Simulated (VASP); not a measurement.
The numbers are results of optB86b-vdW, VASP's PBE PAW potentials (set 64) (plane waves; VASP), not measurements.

VASP ran on this input.

**KPOINTS**
```
K-points
0
Gamma
12 12 12
0 0 0
```

POSCAR:
```
TiCo
1.0
  2.9173039012   0.0000000000   0.0000000000
  0.0000000000   2.9173039012   0.0000000000
  0.0000000000   0.0000000000   2.9173039012
Ti Co
1 1
Cartesian
  0.0000000000   0.0000000000   0.0000000000
  1.4586519506   1.4586519506   1.4586519506
```

**INCAR**
```
GGA=MK
LUSE_VDW=T
LMAXMIX=4
PREC=Accurate
PARAM1=0.1234
ALGO=Normal
PARAM2=1.0
ISIF=2
NELM=100   # most electronic steps
SYSTEM=TiCo
LASPH=T   # aspherical one-centre terms
ENCUT=520   # plane-wave cut-off (eV)
LREAL=F   # projection in real space or not
SIGMA=0.1
ISMEAR=1   # Methfessel-Paxton
LWAVE=F
LCHARG=F
AGGAC=0.0
EDIFF=1E-7   # SCF stop (eV)
```

POTCAR, in this order: Ti_sv Co (PBE.64 set). Program: vasp_std.

Task: Estimate the energy per atom (σ→0), pressure, band gap (on the k-mesh).

Result: 
```json
{
 "energy per atom (σ→0)": "-5.253 eV/atom",
 "band gap (on the k-mesh)": "none (metal, semimetal or under 0.01 eV)",
 "pressure": "5.75 GPa"
}
```

File OSZICAR:
```
...
DAV:  10    -0.105078655019E+02    0.15934E-01   -0.77305E-02  3516   0.361E+00    0.451E-01
DAV:  11    -0.105067203922E+02    0.11451E-02   -0.51064E-03  2904   0.847E-01    0.270E-01
DAV:  12    -0.105062315539E+02    0.48884E-03   -0.18285E-03  3466   0.369E-01    0.744E-02
DAV:  13    -0.105061892756E+02    0.42278E-04   -0.13024E-04  2846   0.114E-01    0.386E-02
DAV:  14    -0.105061795081E+02    0.97675E-05   -0.60434E-05  3348   0.738E-02    0.310E-03
DAV:  15    -0.105061797145E+02   -0.20640E-06   -0.18320E-06  2592   0.171E-02    0.162E-03
DAV:  16    -0.105061797942E+02   -0.79701E-07   -0.10715E-07  1710   0.477E-03
   1 F= -.10506180E+02 E0= -.10505741E+02  d E =-.131547E-02
```

The compound is TiCo in the CsCl type structure. This cell is one point of a volume scan, at 0.97 of the reference volume. The run is not spin-polarised, so no magnetic state was tried. The electron count is odd and the run is not spin-polarised, which forces a metal.
